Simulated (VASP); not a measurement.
VASP input:

INCAR:
```
ALGO = Normal
EDIFF = 1E-7
ENCUT = 520
GGA = PE
ISIF = 2
ISMEAR = 0
LASPH = .TRUE.
LCHARG = .FALSE.
LMAXMIX = 4
LREAL = .FALSE.
LWAVE = .FALSE.
NELM = 100
PREC = Accurate
SIGMA = 0.05
SYSTEM = RbCl
```

### KPOINTS
```
Automatic mesh
0
Gamma
7 7 7
0 0 0
```

POSCAR:
```
RbCl
1
    0.0000000000     3.2826123785     3.2826123785
    3.2826123785     0.0000000000     3.2826123785
    3.2826123785     3.2826123785     0.0000000000
Rb Cl
1 1
Direct
  0.0000000000   0.0000000000   0.0000000000
  0.5000000000   0.5000000000   0.5000000000
```

POTCAR, in this order: Rb_sv Cl (PBE.64 set). Program: vasp_std.

Task: Write an equivalent input for Ansatz.

Result: One equivalent input (not run):
Ansatz 0.2 input:
```yaml
crystal:
  lattice:
    - [0.0000000, 3.2826124, 3.2826124]
    - [3.2826124, 0.0000000, 3.2826124]
    - [3.2826124, 3.2826124, 0.0000000]
  atoms:
    - { symbol: Rb, position: [0.0000000, 0.0000000, 0.0000000] }
    - { symbol: Cl, position: [0.5000000, 0.5000000, 0.5000000] }
kpoints:
  mp_grid: { grid: [7, 7, 7] }
hamiltonian:
  xc: pbe
  pseudopotentials: { kind: paw }
scf:
  occupations: { method: gaussian, width: 0.05 }
  max_iter: 100
output: { forces: true, stress: true, eigenvalues: true }
```
What does not carry over: each code has its own PAW files, so the cut-off isn't converted (ENCUT is set for VASP's; basis.ecutwfc is left out, and Ansatz then takes the one that its files recommend); Ansatz stops its SCF on the density residual and VASP on the energy change (EDIFF).

The compound is RbCl in the rock salt structure. This cell is one point of a volume scan, at 0.94 of the reference volume.
